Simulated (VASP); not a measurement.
Level of theory: PBE GGA, VASP's PBE PAW potentials (set 64) (plane waves; VASP).

VASP input:

**KPOINTS**
```
Automatic mesh
0
Gamma
1 1 1
0 0 0
```

### INCAR
```
# general
SYSTEM =Mg32O31
PREC   =Normal
ENCUT  =400
LREAL  =Auto
LASPH  =.TRUE.
ISYM   =0
NELECT =249.0

# electronic loop
EDIFF  =1E-5
NELM   =100
NELMIN =4
ALGO   =Fast

# smearing
ISMEAR =0
SIGMA  =0.05

# functional
GGA    =PE

# spin
ISPIN  =2
MAGMOM =63*0.0159
NUPDOWN=1

# ions
IBRION =2
NSW    =60
ISIF   =2
EDIFFG =-0.03

# output
LWAVE  =.TRUE.
LCHARG =.FALSE.
LORBIT =10
```

File POSCAR:
```
Mg32O31
1
    8.4869590160     0.0000000000     0.0000000000
    0.0000000000     8.4869590160    -0.0000000000
   -0.0000000000    -0.0000000000     8.4869590160
Mg O
32 31
Direct
  0.5000000000   0.0000000000   0.0000000000
  0.7500000000   0.2500000000   0.0000000000
  0.7500000000   0.0000000000   0.2500000000
  0.0000000000   0.0000000000   0.0000000000
  0.2500000000   0.2500000000   0.0000000000
  0.5032440000   0.5005790000   0.9959410000
  0.7500000000   0.7500000000   0.0000000000
  0.2500000000   0.0000000000   0.2500000000
  0.5040430000   0.2512530000   0.2494700000
  0.7442790000   0.4957190000   0.2517260000
  0.5000000000   0.0000000000   0.5000000000
  0.7500000000   0.2500000000   0.5000000000
  0.7500000000   0.0000000000   0.7500000000
  0.0000000000   0.5000000000   0.0000000000
  0.2500000000   0.7500000000   0.0000000000
  0.0000000000   0.2500000000   0.2500000000
  0.2507990000   0.5001270000   0.2500800000
  0.4944810000   0.7464180000   0.2471840000
  0.0000000000   0.0000000000   0.5000000000
  0.2500000000   0.2500000000   0.5000000000
  0.5042110000   0.4941880000   0.4955420000
  0.7500000000   0.7500000000   0.5000000000
  0.2500000000   0.0000000000   0.7500000000
  0.5000000000   0.2500000000   0.7500000000
  0.7500000000   0.5000000000   0.7500000000
  0.0000000000   0.7500000000   0.2500000000
  0.0000000000   0.5000000000   0.5000000000
  0.2500000000   0.7500000000   0.5000000000
  0.0000000000   0.2500000000   0.7500000000
  0.2500000000   0.5000000000   0.7500000000
  0.5000000000   0.7500000000   0.7500000000
  0.0000000000   0.7500000000   0.7500000000
  0.7453980000   0.2513160000   0.2475820000
  0.0000000000   0.5000000000   0.2500000000
  0.0000000000   0.2500000000   0.5000000000
  0.2467890000   0.2503550000   0.2522790000
  0.7529740000   0.7502930000   0.2536320000
  0.0000000000   0.0000000000   0.2500000000
  0.4956760000   0.2479830000   0.4960850000
  0.7524040000   0.5058400000   0.5016240000
  0.0000000000   0.7500000000   0.5000000000
  0.7500000000   0.2500000000   0.7500000000
  0.0000000000   0.5000000000   0.7500000000
  0.0000000000   0.2500000000   0.0000000000
  0.2505870000   0.7521840000   0.2514740000
  0.5000000000   0.0000000000   0.2500000000
  0.2508870000   0.4967730000   0.5001430000
  0.4995180000   0.7505200000   0.5009090000
  0.7500000000   0.0000000000   0.5000000000
  0.2500000000   0.2500000000   0.7500000000
  0.5000000000   0.5000000000   0.7500000000
  0.7500000000   0.7500000000   0.7500000000
  0.0000000000   0.0000000000   0.7500000000
  0.5002490000   0.2467740000   0.0005060000
  0.7547770000   0.5002320000   0.0051890000
  0.0000000000   0.7500000000   0.0000000000
  0.2500000000   0.0000000000   0.5000000000
  0.2500000000   0.7500000000   0.7500000000
  0.5000000000   0.0000000000   0.7500000000
  0.2534430000   0.4962120000   0.0054160000
  0.4946360000   0.7475430000   0.9946210000
  0.7500000000   0.0000000000   0.0000000000
  0.2500000000   0.0000000000   0.0000000000
```

POTCAR, in this order: Mg O (PBE.64 set). Program: vasp_gam.

The resulting files:

File OSZICAR:
```
       N       E                     dE             d eps       ncg     rms          rms(c)
DAV:   1     0.221182509413E+04    0.22118E+04   -0.11793E+05   636   0.124E+03
DAV:   2    -0.161933282455E+03   -0.23738E+04   -0.22772E+04   952   0.324E+02
DAV:   3    -0.417988661952E+03   -0.25606E+03   -0.25429E+03   728   0.114E+02
DAV:   4    -0.422831680394E+03   -0.48430E+01   -0.48340E+01   736   0.171E+01
DAV:   5    -0.422876931214E+03   -0.45251E-01   -0.45239E-01   712   0.171E+00    0.395E+01
RMM:   6    -0.374081901866E+03    0.48795E+02   -0.22191E+02   628   0.311E+01    0.120E+01
RMM:   7    -0.374664351104E+03   -0.58245E+00   -0.13897E+01   628   0.695E+00    0.815E+00
RMM:   8    -0.374340245515E+03    0.32411E+00   -0.16540E+00   628   0.426E+00    0.995E-01
RMM:   9    -0.374359207643E+03   -0.18962E-01   -0.25014E-01   628   0.112E+00    0.561E-01
RMM:  10    -0.374363987064E+03   -0.47794E-02   -0.74455E-02   628   0.581E-01    0.271E-01
RMM:  11    -0.374367167987E+03   -0.31809E-02   -0.12853E-02   628   0.248E-01    0.175E-01
RMM:  12    -0.374366768217E+03    0.39977E-03   -0.33458E-03   628   0.140E-01    0.391E-02
RMM:  13    -0.374366886338E+03   -0.11812E-03   -0.46171E-04   628   0.560E-02    0.387E-02
RMM:  14    -0.374366870301E+03    0.16037E-04   -0.10121E-04   555   0.214E-02    0.178E-02
RMM:  15    -0.374366876318E+03   -0.60172E-05   -0.13030E-04   575   0.232E-02    0.111E-02
RMM:  16    -0.374366873737E+03    0.25810E-05   -0.15475E-05   380   0.906E-03
   1 F= -.37436687E+03 E0= -.37436687E+03  d E =-.374367E+03  mag=     1.0000
       N       E                     dE             d eps       ncg     rms          rms(c)
DAV:   1    -0.375216726801E+03   -0.84985E+00   -0.16842E+02   664   0.372E+01    0.177E+00
RMM:   2    -0.375459182174E+03   -0.24246E+00   -0.38509E+00   628   0.524E+00    0.104E+00
RMM:   3    -0.375417747199E+03    0.41435E-01   -0.21405E-01   628   0.135E+00    0.794E-01
RMM:   4    -0.375384735372E+03    0.33012E-01   -0.18610E-01   628   0.897E-01    0.322E-01
RMM:   5    -0.375383873981E+03    0.86139E-03   -0.13888E-02   628   0.281E-01    0.179E-01
RMM:   6    -0.375383713911E+03    0.16007E-03   -0.11352E-02   628   0.229E-01    0.147E-01
RMM:   7    -0.375383434240E+03    0.27967E-03   -0.10177E-03   628   0.758E-02    0.828E-02
RMM:   8    -0.375383544924E+03   -0.11068E-03   -0.34441E-03   628   0.123E-01    0.912E-02
RMM:   9    -0.375383355929E+03    0.18899E-03   -0.46021E-04   628   0.491E-02    0.342E-02
RMM:  10    -0.375383355570E+03    0.35906E-06   -0.39522E-04   621   0.425E-02    0.190E-02
RMM:  11    -0.375383349553E+03    0.60170E-05   -0.20123E-05   401   0.111E-02
   2 F= -.37538335E+03 E0= -.37538335E+03  d E =-.101648E+01  mag=     1.0000
       N       E                     dE             d eps       ncg     rms          rms(c)
DAV:   1    -0.375385423987E+03   -0.20684E-02   -0.45340E-01   720   0.196E+00    0.887E-02
RMM:   2    -0.375386000256E+03   -0.57627E-03   -0.90947E-03   628   0.263E-01    0.522E-02
RMM:   3    -0.375385882471E+03    0.11778E-03   -0.51061E-04   628   0.663E-02    0.384E-02
RMM:   4    -0.375385800441E+03    0.82030E-04   -0.40129E-04   623   0.414E-02    0.121E-02
RMM:   5    -0.375385799102E+03    0.13389E-05   -0.39289E-05   473   0.140E-02
   3 F= -.37538580E+03 E0= -.37538580E+03  d E =-.101893E+01  mag=     1.0000
       N       E                     dE             d eps       ncg     rms          rms(c)
DAV:   1    -0.375436548208E+03   -0.50748E-01   -0.78386E+00   672   0.817E+00    0.438E-01
RMM:   2    -0.375451765612E+03   -0.15217E-01   -0.18355E-01   628   0.117E+00    0.217E-01
RMM:   3    -0.375451049673E+03    0.71594E-03   -0.96255E-03   628   0.289E-01    0.161E-01
RMM:   4    -0.375450114413E+03    0.93526E-03   -0.51640E-03   628   0.171E-01    0.541E-02
RMM:   5    -0.375450059769E+03    0.54644E-04   -0.43363E-04   628   0.503E-02    0.229E-02
RMM:   6    -0.375450073766E+03   -0.13998E-04   -0.30221E-04   604   0.318E-02    0.231E-02
RMM:   7    -0.375450064579E+03    0.91872E-05   -0.40508E-05   483   0.145E-02
   4 F= -.37545006E+03 E0= -.37545006E+03  d E =-.642655E-01  mag=     1.0000
       N       E                     dE             d eps       ncg     rms          rms(c)
DAV:   1    -0.375455624514E+03   -0.55507E-02   -0.29242E+00   680   0.498E+00    0.270E-01
RMM:   2    -0.375461239322E+03   -0.56148E-02   -0.68544E-02   628   0.710E-01    0.131E-01
RMM:   3    -0.375460970589E+03    0.26873E-03   -0.35900E-03   628   0.176E-01    0.972E-02
RMM:   4    -0.375460624160E+03    0.34643E-03   -0.18953E-03   628   0.103E-01    0.321E-02
RMM:   5    -0.375460606888E+03    0.17272E-04   -0.16895E-04   610   0.311E-02    0.134E-02
RMM:   6    -0.375460612072E+03   -0.51848E-05   -0.96071E-05   542   0.179E-02
   5 F= -.37546061E+03 E0= -.37546061E+03  d E =-.748130E-01  mag=     1.0000
       N       E                     dE             d eps       ncg     rms          rms(c)
DAV:   1    -0.375466765381E+03   -0.61585E-02   -0.28318E+00   680   0.495E+00    0.234E-01
RMM:   2    -0.375471188970E+03   -0.44236E-02   -0.58833E-02   628   0.669E-01    0.118E-01
RMM:   3    -0.375470812805E+03    0.37617E-03   -0.31394E-03   628   0.166E-01    0.868E-02
RMM:   4    -0.375470494508E+03    0.31830E-03   -0.16841E-03   628   0.918E-02    0.227E-02
RMM:   5    -0.375470492144E+03    0.23642E-05   -0.14831E-04   597   0.288E-02    0.117E-02
RMM:   6    -0.375470494834E+03   -0.26900E-05   -0.42204E-05   472   0.123E-02
   6 F= -.37547049E+03 E0= -.37547049E+03  d E =-.988276E-02  mag=     1.0000
       N       E                     dE             d eps       ncg     rms          rms(c)
DAV:   1    -0.375470548816E+03   -0.56672E-04   -0.30235E-02   728   0.511E-01    0.240E-02
RMM:   2    -0.375470595717E+03   -0.46901E-04   -0.61979E-04   628   0.686E-02    0.127E-02
RMM:   3    -0.375470591857E+03    0.38604E-05   -0.34608E-05   449   0.172E-02    0.940E-03
RMM:   4    -0.375470588549E+03    0.33080E-05   -0.15448E-05   379   0.889E-03
   7 F= -.37547059E+03 E0= -.37547059E+03  d E =-.997648E-02  mag=     1.0000
       N       E                     dE             d eps       ncg     rms          rms(c)
DAV:   1    -0.375471434551E+03   -0.84269E-03   -0.32109E-01   696   0.167E+00    0.802E-02
RMM:   2    -0.375471999491E+03   -0.56494E-03   -0.64736E-03   628   0.223E-01    0.343E-02
RMM:   3    -0.375471982414E+03    0.17077E-04   -0.33862E-04   628   0.549E-02    0.246E-02
RMM:   4    -0.375471960282E+03    0.22132E-04   -0.12057E-04   603   0.263E-02    0.583E-03
RMM:   5    -0.375471960872E+03   -0.59030E-06   -0.98712E-06   379   0.799E-03
   8 F= -.37547196E+03 E0= -.37547196E+03  d E =-.137232E-02  mag=     1.0000
```

**OUTCAR**
```
------------------------ aborting loop because EDIFF is reached ----------------------------------------
  FORCE on cell =-STRESS in cart. coord.  units (eV):
  Direction    XX          YY          ZZ          XY          YZ          ZX
  --------------------------------------------------------------------------------------
  Total      -22.2079573    -22.1851733    -22.2622986      0.0013993     -0.0034529     -0.0027022
  in kB      -58.2053468    -58.1456317    -58.3477711      0.0036675     -0.0090497     -0.0070824
  external PRESSURE =     -58.2329165 kB  Pullay stress =       0.0000000 kB
  volume of cell :      611.30
      direct lattice vectors                 reciprocal lattice vectors
     8.486959016  0.000000000  0.000000000     0.117827834  0.000000000  0.000000000
     0.000000000  8.486959016  0.000000000     0.000000000  0.117827834  0.000000000
     0.000000000  0.000000000  8.486959016     0.000000000  0.000000000  0.117827834
  FREE ENERGIE OF THE ION-ELECTRON SYSTEM (eV)
  ---------------------------------------------------
  free  energy   TOTEN  =      -375.4719608719 eV

  energy  without entropy=     -375.4719608719  energy(sigma->0) =     -375.47196087

 total charge

# of ion       s       p       d       tot
------------------------------------------
    1        0.143   0.170   0.073   0.387
    2        0.143   0.171   0.074   0.388
    3        0.143   0.170   0.073   0.387
    4        0.142   0.170   0.073   0.385
    5        0.143   0.171   0.074   0.388
    6        0.153   0.174   0.074   0.401
    7        0.143   0.171   0.074   0.388
    8        0.143   0.170   0.073   0.387
    9        0.153   0.175   0.074   0.401
   10        0.153   0.174   0.073   0.400
   11        0.143   0.170   0.073   0.387
   12        0.143   0.171   0.074   0.388
   13        0.142   0.170   0.073   0.385
   14        0.143   0.170   0.073   0.386
   15        0.143   0.171   0.074   0.388
   16        0.143   0.170   0.073   0.387
   17        0.153   0.174   0.074   0.400
   18        0.153   0.174   0.074   0.400
   19        0.142   0.170   0.073   0.385
   20        0.143   0.171   0.074   0.388
   21        0.153   0.174   0.073   0.400
   22        0.143   0.171   0.074   0.388
   23        0.142   0.170   0.073   0.385
   24        0.143   0.170   0.073   0.387
   25        0.143   0.170   0.073   0.387
   26        0.143   0.170   0.073   0.387
   27        0.143   0.170   0.073   0.387
   28        0.143   0.171   0.074   0.388
   29        0.142   0.170   0.073   0.385
   30        0.143   0.170   0.073   0.387
   31        0.143   0.170   0.073   0.386
   32        0.142   0.170   0.073   0.385
   33        1.568   3.553   0.000   5.121
   34        1.566   3.581   0.000   5.147
   35        1.565   3.560   0.000   5.125
   36        1.568   3.554   0.000   5.121
   37        1.568   3.553   0.000   5.121
   38        1.567   3.562   0.000   5.129
   39        1.568   3.553   0.000   5.121
   40        1.568   3.554   0.000   5.121
   41        1.565   3.560   0.000   5.125
   42        1.565   3.560   0.000   5.125
   43        1.567   3.562   0.000   5.129
   44        1.565   3.560   0.000   5.125
   45        1.568   3.554   0.000   5.121
   46        1.566   3.581   0.000   5.147
   47        1.568   3.553   0.000   5.121
   48        1.568   3.553   0.000   5.121
   49        1.565   3.560   0.000   5.125
   50        1.565   3.560   0.000   5.125
   51        1.566   3.581   0.000   5.147
   52        1.565   3.560   0.000   5.125
   53        1.565   3.564   0.000   5.129
   54        1.568   3.553   0.000   5.121
   55        1.568   3.553   0.000   5.121
   56        1.565   3.560   0.000   5.125
   57        1.565   3.560   0.000   5.125
   58        1.566   3.560   0.000   5.125
   59        1.567   3.562   0.000   5.129
   60        1.568   3.553   0.000   5.121
   61        1.568   3.553   0.000   5.121
   62        1.565   3.560   0.000   5.125
   63        1.565   3.560   0.000   5.125
--------------------------------------------------
tot         53.194 115.830   2.347 171.372

 magnetization (x)

# of ion       s       p       d       tot
------------------------------------------
    1        0.002   0.000   0.000   0.002
    2        0.000  -0.000  -0.000   0.000
    3        0.002   0.000   0.000   0.002
    4        0.000   0.000   0.000   0.000
    5        0.000  -0.000  -0.000   0.000
    6        0.005   0.007   0.003   0.015
    7        0.000  -0.000  -0.000   0.000
    8        0.002   0.000   0.000   0.002
    9        0.005   0.007   0.003   0.015
   10        0.005   0.007   0.003   0.015
   11        0.002   0.000   0.000   0.002
   12        0.000  -0.000  -0.000   0.000
   13        0.000   0.000   0.000   0.000
   14        0.002   0.000   0.000   0.002
   15        0.000  -0.000  -0.000   0.000
   16        0.002   0.000   0.000   0.002
   17        0.005   0.007   0.003   0.015
   18        0.005   0.007   0.003   0.015
...
```
(Selected blocks of OUTCAR.)

**CONTCAR**
```
Mg32O31
   1.00000000000000
     8.4869590160000001    0.0000000000000000    0.0000000000000000
     0.0000000000000000    8.4869590160000001    0.0000000000000000
     0.0000000000000000    0.0000000000000000    8.4869590160000001
  Mg              O
    32    31
Direct
     0.4998999893194386    0.9994108715093959    0.9979160771239203
     0.7499591357877364    0.2498869115213799    0.0000808848109554
     0.7512987955870577    0.9997067124793791    0.2499802024384790
     0.0000070459238445    0.9998648101793006    0.9994385250820613
     0.2501281248797130    0.2498015320433693    0.0001841191801008
     0.5003408132477183    0.4995183009731962    0.9877060273850046
     0.7499183205450520    0.7497291392536136    0.0002128239840809
     0.2480394564401294    0.9997717797356518    0.2500093176052007
     0.4997892192107440    0.2374552607624943    0.2495505674145017
     0.7618581792502065    0.5000155089659910    0.2502451620647653
     0.4998418254214652    0.9996848596090180    0.5012768670882141
     0.7498973385345862    0.2498195280071970    0.4999484589036975
     0.7506886875246265    0.9998815257509405    0.7500804771832307
     0.0002258927015060    0.4998204311975125    0.9987745796559379
     0.2500298054618704    0.7494964851617213    0.0000671076743217
     0.9995687003495928    0.2482729115893080    0.2501135413742800
     0.2381250622130415    0.4995862079839666    0.2502672667122715
     0.4995753602512994    0.7614199903033456    0.2496780776330410
     0.9999320855600066    0.9999188968522736    0.5007871740098532
     0.2499287153565845    0.2497423944757127    0.4998983461964073
     0.5002289489220068    0.4994849517980651    0.5116218712766504
     0.7497925451716080    0.7499592791605386    0.4999554682813554
     0.2491699690867881    0.9998310661139130    0.7500380182125488
     0.5000684895464151    0.2479462097011258    0.7496879695172207
     0.7519999509621430    0.4999909786275235    0.7500258058532417
     0.9999463554930392    0.7515234316490187    0.2502001156522982
     0.0000954167890019    0.4999429767393057    0.5019058825638267
     0.2500730319590487    0.7496303028900356    0.4999991920765834
     0.9999998744774822    0.2492837855554884    0.7501234408870979
     0.2486643622189711    0.4996019435729307    0.7500434605670938
     0.4999624560514129    0.7512370754530544    0.7496245265655734
     0.0000743943366050    0.7506300258780336    0.7501366140088517
     0.7471013459971200    0.2525322073679301    0.2500187926737785
     0.9999724916154993    0.4998491828068403    0.2502793491632236
     0.9999007660131115    0.2507551509826206    0.4992759928974836
     0.2525493819636717    0.2522233729704660    0.2500161373454834
     0.7469323469469116    0.7470992477557551    0.2500359059538229
     0.9996516836632383    0.9998976077593033    0.2500939309081167
     0.5000501479689019    0.2522348177499148    0.4968408885289656
     0.7475188511570571    0.4998716918268421    0.4974015173361584
     0.9999553292755348    0.7490842840698914    0.4992596399399848
     0.7492162910232943    0.2507575680218651    0.7500338540795131
     0.0003407095887326    0.4999077374120490    0.7502903091470449
     0.9999134658081545    0.2507658180720657    0.0009790344948191
     0.2523704205776805    0.7470581456418177    0.2500488923895755
     0.4996880436307167    0.9994709660116561    0.2496564866568593
     0.2528403566116207    0.4996085089881029    0.4972022388273933
     0.4998733800219705    0.7468933818283816    0.4969916153032728
     0.7490542621523321    0.9997642187304491    0.4991726244431433
     0.2508811821173261    0.2507029649641148    0.7499897181248354
     0.5002433212285871    0.4995127080417090    0.7496936648855107
     0.7491896386902061    0.7490518189298749    0.7500186296827122
     0.9999621526526078    0.9999735785184840    0.7500904356629615
     0.5001526702104040    0.2522780302893646    0.0024845776705822
     0.7473410262643780    0.4999277444392112    0.0028534105661078
     0.0001173685622385    0.7489523860917739    0.0010633864215772
     0.2507274825041288    0.9998188091963528    0.4992328848214641
     0.2508906482940794    0.7487413104697475    0.7500025276335750
     0.4998935098252729    0.9996919191286012    0.7496801577237030
     0.2531328243122386    0.4995884096502596    0.0030971487293123
     0.4998941824123045    0.7469200462597496    0.0024047826837247
     0.7491677941892960    0.9997196741162770    0.0008394154045069
     0.2507435761406450    0.9997896064147238    0.0007770809181301
```

At this cut-off the stress carries a Pulay error, which pulls relaxed volumes low. The cell is charged, with a uniform compensating background. The supercell is sampled at Γ alone, which is coarse: total energies, pressure and levels can be off, energies of defects by several tenths of an eV.

The cell is a supercell with a defect, built from MgO (rock salt): vac_O, charge +1.
